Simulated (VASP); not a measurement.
Data:

```
InP
1.0
    0.00000     2.95198     2.95198
    2.95198     0.00000     2.95198
    2.95198     2.95198     0.00000
In P
1 1
Direct
  0.99970   0.00609   0.99808
  0.25030   0.24391   0.25192
```

Calculation: PBEsol GGA, VASP's PBE PAW potentials (set 64) (plane waves; VASP). Run with 300 eV cut-off, 7×7×7 Γ-centred mesh shifted by (0.5, 0.5, 0.5), Gaussian smearing of 0.010 eV, potentials In_d P.

At this cut-off the stress carries a Pulay error, which pulls relaxed volumes low.

**Question.** What does the run give for the energy per atom (σ→0), pressure?

**Answer.** 
```yaml
energy per atom (σ→0): -4.573 eV/atom
pressure: -1.12 GPa
```

The structure comes from a computed database's InP entry; how it stands against other phases isn't given here. The cell was not relaxed at this level, atoms are displaced from their ideal sites.
